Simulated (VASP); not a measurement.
VASP ran on this input.

INCAR:
```
! general
SYSTEM  = Ge
PREC    = Accurate
ENCUT   = 500   ! plane-wave cut-off (eV)
LREAL   = .FALSE.   ! projection in real space or not
LASPH   = .TRUE.

! electronic loop
EDIFF   = 1E-6
NELM    = 100
ALGO    = Normal
LMAXMIX = 4   ! l cut-off of mixed one-centre charges
LMIXTAU = .TRUE.

! smearing
ISMEAR  = 0
SIGMA   = 0.05   ! width (eV)

! functional
METAGGA = R2SCAN

! ions
IBRION  = 2   ! conjugate gradients
NSW     = 40
ISIF    = 3   ! ions, shape and volume
EDIFFG  = -0.02
PSTRESS = 100   ! kbar

! output
LWAVE   = .FALSE.
LCHARG  = .FALSE.
```

### KPOINTS
```
Automatic mesh
0
Gamma
8 8 8
0 0 0
```

### POSCAR
```
Ge
1.0
  0.0000000000   2.7813423660   2.7813423660
  2.7813423660   0.0000000000   2.7813423660
  2.7813423660   2.7813423660   0.0000000000
Ge
2
direct
  0.0000000000   0.0000000000   0.0000000000
  0.2500000000   0.2500000000   0.2500000000
```

POTCAR, in this order: Ge_d (PBE.64 set). Program: vasp_std.

Q: Write an equivalent input for Ansatz.

A: One equivalent input (not run):
Ansatz 0.2 input:
```yaml
crystal:
  lattice:
    - [0.0000000, 2.7813424, 2.7813424]
    - [2.7813424, 0.0000000, 2.7813424]
    - [2.7813424, 2.7813424, 0.0000000]
  atoms:
    - { symbol: Ge, position: [0.0000000, 0.0000000, 0.0000000] }
    - { symbol: Ge, position: [0.2500000, 0.2500000, 0.2500000] }
kpoints:
  mp_grid: { grid: [8, 8, 8] }
hamiltonian:
  xc: r2scan
  pseudopotentials: { kind: paw }
scf:
  occupations: { method: gaussian, width: 0.05 }
  max_iter: 100
relax:
  max_steps: 40
  f_tol: 0.02
  cell: { p_target: 10 }
output: { forces: true, stress: true, eigenvalues: true }
```
Limits of the translation: each code has its own PAW files, so the cut-off isn't converted (ENCUT is set for VASP's; basis.ecutwfc is left out, and Ansatz then takes the one that its files recommend); Ansatz stops its SCF on the density residual and VASP on the energy change (EDIFF).

The compound is Ge in the diamond structure. This run relaxes it under an external pressure of 10 GPa. Symmetry was kept, so distortions that lower it aren't found.
